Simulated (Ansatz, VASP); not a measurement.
# One calculation of ZrTi4, two programs

```xyz
5
Lattice="4.7414 0.0000 0.0000 0.0000 4.7414 0.0000 0.0000 0.0000 4.7414" Properties=species:S:1:pos:R:3 pbc="T T T"
Zr    2.3707    2.3707    2.3707
Ti    0.0000    2.3707    2.3707
Ti    2.3707    0.0000    2.3707
Ti    2.3707    2.3707    0.0000
Ti    0.0000    0.0000    0.0000
```

Alike in both runs: functional PBE; k mesh 8 × 8 × 8; occupations gaussian, width 0.1 eV; no spin polarisation.

Ansatz relaxed the structure, and its values are those at the end. VASP's run is a single point on that final structure, the one shown.

|  | VASP | Ansatz |
| --- | --- | --- |
| version | VASP 6.6.1 | Ansatz 0.2.0 |
| potentials or method | VASP PAW PBE potentials, release 64 (Zr_sv, Ti_sv) | scalar-relativistic, plane waves, PAW |
| plane-wave cutoff (eV) | 520 | 420 |
| valence electrons in the cell | 60 | 60 |

|  | VASP | Ansatz | Ansatz less VASP |
| --- | --- | --- | --- |
| gap on the k mesh at the Fermi level (eV) | none | none | - |
| pressure (GPa) | 0.2 | 0.0 | -0.22 |

A gap of «none» marks a metal or a gap that the smearing closes.
